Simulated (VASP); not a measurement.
Input of a VASP 6.6.1 run:

Contents of INCAR:

```
  PREC = Accurate
  ENCUT = 600
  EDIFF = 1E-7
  ISMEAR = -1
  SIGMA = 0.05
  LREAL = F
  LASPH = T
  NELM = 100
  ALGO = Normal
  ISIF = 3
  LWAVE = F
  LCHARG = F
  LMAXMIX = 4
  LDAU = T
  LDAUTYPE = 2
  LDAUL = 2 -1
  LDAUU = 2 0
  LDAUJ = 0 0
  LDAUPRINT = 1
  GGA = PE
  IBRION = 2
  NSW = 60
  EDIFFG = -0.01
```

KPOINTS

```
Automatic mesh
0
Gamma
  7 7 7
```

Contents of POSCAR:

```
MoI
1.0
    0.0000000000      3.1788513800      3.1788513800
    3.1788513800      0.0000000000      3.1788513800
    3.1788513800      3.1788513800      0.0000000000
Mo I
1 1
Direct
    0.0000000000      0.0000000000      0.0000000000
    0.7500000000      0.7500000000      0.7500000000
```

Potentials or basis: VASP PAW PBE potentials, release 64 (Mo_sv, I).

Run with:

```bash
$ cat potpaw_PBE.64/Mo_sv/POTCAR potpaw_PBE.64/I/POTCAR > POTCAR
$ mpirun -np 1 vasp_std > vasp.out
```

**Question.** What does it give for the band gap on the k mesh?

**Answer.** None (metal or under the smearing width).

**Question.** Predict the relaxed cell.

**Answer.** a = 4.343 Å, b = 4.343 Å, c = 4.343 Å, α = 60.00°, β = 60.00°, γ = 60.00°.

Eigenvalues of the final occupation matrices:
```tsv
site	spin	trace	eigenvalues
site 1 d	1	2.10	0.26 0.26 0.26 0.65 0.65
site 1 d	2	2.10	0.26 0.26 0.26 0.65 0.65
```

Caveat: an odd number of electrons without spin polarisation forces a metal; a magnetic or distorted state may lie lower; U without spin polarisation on a metal has little footing. The run has no spin-orbit coupling, so splittings on I are missing.
